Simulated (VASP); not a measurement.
Data:

```
La
1.0
    1.94059    -3.24030     0.00000
    1.94059     3.24030     0.00000
    0.00000     0.00000    12.05538
La
4
Direct
  0.00000   0.00000   0.50000
  0.00000   0.00000   0.00000
  0.33333   0.66667   0.25000
  0.68979   0.35646   0.75000
```

Method: PBE GGA, VASP's PBE PAW potentials (set 64) (plane waves; VASP). Settings: 400 eV cut-off, KSPACING 0.3 per Å, first-order Methfessel-Paxton smearing of 0.10 eV, potentials La.

Gaps are read on the run's mesh, which can miss a band edge.

Task: Predict the energy per atom (σ→0), largest force, band gap (on the k-mesh) with the smallest direct gap where there is one.

Result: 
* **band gap (on the k-mesh)**: none (metal, semimetal or under 0.01 eV)
* **energy per atom (σ→0)**: -4.883 eV/atom
* **largest force**: 0.059 eV/Å

Total energies compare only between runs with the same potentials, cut-off and functional.

The compound is La in the dhcp structure. The cell was not relaxed at this level. The run is one of a series of settings (KGAMMA = .FALSE., KSPACING = 0.3, KPOINTS file removed against the base run), some of them coarse on purpose.
